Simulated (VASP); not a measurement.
An input for Ansatz (written as the equivalent of a VASP run, and not itself run):

Ansatz 0.2 input:
```yaml
crystal:
  lattice:
    - [0.0000000, 1.7094821, 1.7094821]
    - [1.7094821, 0.0000000, 1.7094821]
    - [1.7094821, 1.7094821, 0.0000000]
  atoms:
    - { symbol: Ni, position: [0.0000000, 0.0000000, 0.0000000], spin: 0.6 }
kpoints:
  mp_grid: { grid: [18, 18, 18] }
hamiltonian:
  xc: lda
  pseudopotentials: { kind: paw }
magnetization: { spin_polarized: true }
scf:
  occupations: { method: methfessel_paxton, width: 0.1 }
  max_iter: 100
relax:
  max_steps: 40
  f_tol: 0.02
  cell: {}
output: { forces: true, stress: true, eigenvalues: true }
```

Problem. Translate this input to VASP (INCAR, KPOINTS, POSCAR, choice of POTCAR).

Solution. Several could match; the one computed here: 
### POSCAR
```
Ni
1
    0.0000000000     1.7094820583     1.7094820583
    1.7094820583    -0.0000000000     1.7094820583
    1.7094820583     1.7094820583     0.0000000000
Ni
1
Direct
  0.0000000000   0.0000000000   0.0000000000
```

**KPOINTS**
```
Automatic mesh
0
Gamma
18 18 18
0 0 0
```

### INCAR
```
# general
SYSTEM  = Ni
PREC    = Accurate
ENCUT   = 500
LREAL   = .False.
LASPH   = .True.

# electronic loop
EDIFF   = 1E-6
NELM    = 100
ALGO    = Normal
LMAXMIX = 4

# smearing
ISMEAR  = 1
SIGMA   = 0.1

# spin
ISPIN   = 2
MAGMOM  = 0.6

# ions
IBRION  = 2
NSW     = 40
ISIF    = 3
EDIFFG  = -0.02

# output
LWAVE   = .False.
LCHARG  = .False.
LORBIT  = 10
```

POTCAR, in this order: Ni (LDA.64 set). Program: vasp_std.

What does not carry over: each code has its own PAW files, so the cut-off isn't converted (ENCUT is set for VASP's; basis.ecutwfc is left out, and Ansatz then takes the one that its files recommend); Ansatz stops its SCF on the density residual and VASP on the energy change (EDIFF); Ansatz's lda is the Perdew-Wang form, while the LDA potentials of VASP carry Perdew-Zunger's.

The compound is Ni in the fcc structure. This run relaxes it. Symmetry was kept, so distortions that lower it aren't found.
